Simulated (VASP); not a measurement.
Computed with r2SCAN meta-GGA, VASP's PBE PAW potentials (set 64) (plane waves; VASP).

VASP ran on this input.

KPOINTS:
```
kpoints
0
gamma
 6 6 1
0 0 0
```

POSCAR:
```
Rb(110) slab
1
    4.9823843961     0.0000000000     0.0000000000
   -1.6607951381     4.6974369310     0.0000000000
    0.0000000000     0.0000000000    27.4781781700
Rb
3
Direct
  0.5000000000   0.5000000000   0.3518763013
  1.0000000000   0.0000000000   0.5000000000
  0.5000000000   0.5000000000   0.6481236987
```

### INCAR
```
# general
SYSTEM  = Rb(110) slab
PREC    = Normal
ENCUT   = 400   # plane-wave cut-off (eV)
LREAL   = .False.   # projection in real space or not
LASPH   = .True.   # aspherical one-centre terms

# electronic loop
EDIFF   = 1E-6   # SCF stop (eV)
NELM    = 100   # most electronic steps
NELMIN  = 4
ALGO    = Normal
LMAXMIX = 4
LMIXTAU = .True.

# smearing
ISMEAR  = 1
SIGMA   = 0.1   # width (eV)

# functional
METAGGA = R2SCAN

# output
LWAVE   = .False.
LCHARG  = .False.
LORBIT  = 11
LVHAR   = .True.

# other
LDIPOL  = .True.
IDIPOL  = 3
DIPOL   = 0.5 0.5 0.5
```

POTCAR, in this order: Rb_sv (PBE.64 set). Program: vasp_std. Read from the step before: WAVECAR.

What VASP printed:

OSZICAR:
```
       N       E                     dE             d eps       ncg     rms          rms(c)
DAV:   1    -0.414913934187E+02   -0.41491E+02   -0.33226E-02   498   0.567E-01    0.122E-01
DAV:   2    -0.414900906454E+02    0.13028E-02   -0.13554E-02   488   0.548E-01    0.275E-02
DAV:   3    -0.414909756367E+02   -0.88499E-03   -0.37106E-03   521   0.456E-01    0.202E-02
DAV:   4    -0.414880515858E+02    0.29241E-02   -0.26670E-03   451   0.348E-01    0.239E-02
DAV:   5    -0.414879908630E+02    0.60723E-04   -0.21764E-03   450   0.326E-01    0.660E-03
DAV:   6    -0.414879757559E+02    0.15107E-04   -0.45311E-04   442   0.134E-01    0.251E-03
DAV:   7    -0.414879667631E+02    0.89928E-05   -0.52946E-05   477   0.543E-02    0.374E-03
DAV:   8    -0.414879460490E+02    0.20714E-04   -0.22580E-05   490   0.320E-02    0.220E-03
DAV:   9    -0.414878125082E+02    0.13354E-03   -0.57764E-05   448   0.522E-02    0.128E-03
DAV:  10    -0.414878323255E+02   -0.19817E-04   -0.65905E-05   442   0.658E-02    0.495E-04
DAV:  11    -0.414878070208E+02    0.25305E-04   -0.25260E-05   444   0.504E-02    0.683E-04
DAV:  12    -0.414878704888E+02   -0.63468E-04   -0.20752E-05   442   0.354E-02    0.374E-04
DAV:  13    -0.414878769058E+02   -0.64170E-05   -0.20388E-05   442   0.416E-02    0.328E-04
DAV:  14    -0.414878813670E+02   -0.44612E-05   -0.11513E-05   338   0.244E-02    0.399E-04
DAV:  15    -0.414879234746E+02   -0.42108E-04   -0.11953E-05   338   0.261E-02    0.360E-04
DAV:  16    -0.414879249894E+02   -0.15148E-05   -0.30265E-06   338   0.124E-02    0.330E-04
DAV:  17    -0.414879215899E+02    0.33995E-05   -0.28007E-07   409   0.479E-03    0.348E-04
DAV:  18    -0.414879335528E+02   -0.11963E-04   -0.36212E-06   338   0.156E-02    0.354E-04
DAV:  19    -0.414879308513E+02    0.27015E-05   -0.14655E-05   338   0.249E-02    0.340E-04
DAV:  20    -0.414879408944E+02   -0.10043E-04   -0.63066E-06   338   0.161E-02    0.358E-04
DAV:  21    -0.414879563586E+02   -0.15464E-04   -0.50698E-06   338   0.152E-02    0.332E-04
DAV:  22    -0.414879656594E+02   -0.93008E-05   -0.10219E-05   338   0.236E-02    0.169E-04
DAV:  23    -0.414879739884E+02   -0.83290E-05   -0.65997E-06   338   0.170E-02    0.168E-04
DAV:  24    -0.414879815551E+02   -0.75666E-05   -0.39672E-06   340   0.151E-02    0.193E-04
DAV:  25    -0.414879836097E+02   -0.20546E-05   -0.82174E-07   399   0.782E-03    0.158E-04
DAV:  26    -0.414879834220E+02    0.18768E-06   -0.61461E-07   338   0.646E-03
   1 F= -.41487983E+02 E0= -.41488642E+02  d E =0.197531E-02
```

**OUTCAR**
```
------------------------ aborting loop because EDIFF is reached ----------------------------------------
  FORCE on cell =-STRESS in cart. coord.  units (eV):
  Direction    XX          YY          ZZ          XY          YZ          ZX
  --------------------------------------------------------------------------------------
  Total       -0.1411797     -0.2786051     -0.0236263     -0.1943488      0.0000000      0.0000000
  in kB       -0.3517197     -0.6940863     -0.0588600     -0.4841794      0.0000000      0.0000000
  external PRESSURE =      -0.3682220 kB  Pullay stress =       0.0000000 kB
  volume of cell :      643.11
      direct lattice vectors                 reciprocal lattice vectors
     4.982384396  0.000000000  0.000000000     0.200707115  0.070960698  0.000000000
    -1.660795138  4.697436931  0.000000000     0.000000000  0.212882049  0.000000000
     0.000000000  0.000000000 27.478178170     0.000000000  0.000000000  0.036392515
 POSITION                                       TOTAL-FORCE (eV/Angst)
 -----------------------------------------------------------------------------------
      1.66079      2.34872      9.66892        -0.000000      0.000000      0.002273
      0.00000      0.00000     13.73909         0.000000      0.000000     -0.000000
      1.66079      2.34872     17.80926        -0.000000      0.000000     -0.002273
 -----------------------------------------------------------------------------------
    total drift:                                0.000000     -0.000000      0.000000
  FREE ENERGIE OF THE ION-ELECTRON SYSTEM (eV)
  ---------------------------------------------------
  free  energy   TOTEN  =       -41.4879834220 eV

  energy  without entropy=      -41.4899587347  energy(sigma->0) =      -41.48864186

 total charge

# of ion       s       p       d       tot
------------------------------------------
    1        1.961   5.387   0.003   7.351
    2        1.959   5.389   0.005   7.353
    3        1.961   5.387   0.003   7.351
--------------------------------------------------
tot          5.881  16.163   0.012  22.056
```
(Selected blocks of OUTCAR.)

File OUTCAR:
```
 val. band max:       -1.2836861980   @ k =   0.5000   0.1667   0.0000

 cond. band min:      -1.1271342946   @ k =   0.3333   0.1667   0.0000


 Fermi energy:        -1.1746216218

 k-point     1 :       0.0000    0.0000    0.0000
  band No.  band energies     occupation
      1     -31.5156      2.00000
      2     -31.5156      2.00000
      3     -31.3118      2.00000
      4     -15.0709      2.00000
      5     -15.0674      2.00000
      6     -15.0066      2.00000
      7     -15.0062      2.00000
      8     -14.9994      2.00000
      9     -14.9994      2.00000
     10     -14.8402      2.00000
     11     -14.8236      2.00000
     12     -14.8075      2.00000
     13      -3.0713      2.00000
     14      -2.5218      2.00000
     15      -1.6539      2.00000
     16      -0.5747     -0.00000
     17       0.0672     -0.00000

 k-point     2 :       0.1667    0.0000    0.0000
  band No.  band energies     occupation
      1     -31.5151      2.00000
      2     -31.5151      2.00000
      3     -31.3113      2.00000
      4     -15.0683      2.00000
      5     -15.0661      2.00000
      6     -15.0193      2.00000
      7     -15.0190      2.00000
      8     -15.0030      2.00000
      9     -15.0029      2.00000
     10     -14.8386      2.00000
     11     -14.8335      2.00000
     12     -14.8131      2.00000
     13      -2.8255      2.00000
     14      -2.2822      2.00000
     15      -1.4196      2.00288
     16      -0.4361     -0.00000
     17       0.2451     -0.00000

 k-point     3 :       0.3333   -0.0000    0.0000
  band No.  band energies     occupation
      1     -31.5142      2.00000
      2     -31.5142      2.00000
      3     -31.3104      2.00000
      4     -15.0637      2.00000
      5     -15.0630      2.00000
      6     -15.0503      2.00000
      7     -15.0493      2.00000
      8     -15.0046      2.00000
      9     -15.0042      2.00000
     10     -14.8611      2.00000
     11     -14.8357      2.00000
...
```

The cell is a thin slab with vacuum, built from Rb (bcc): (110) face.
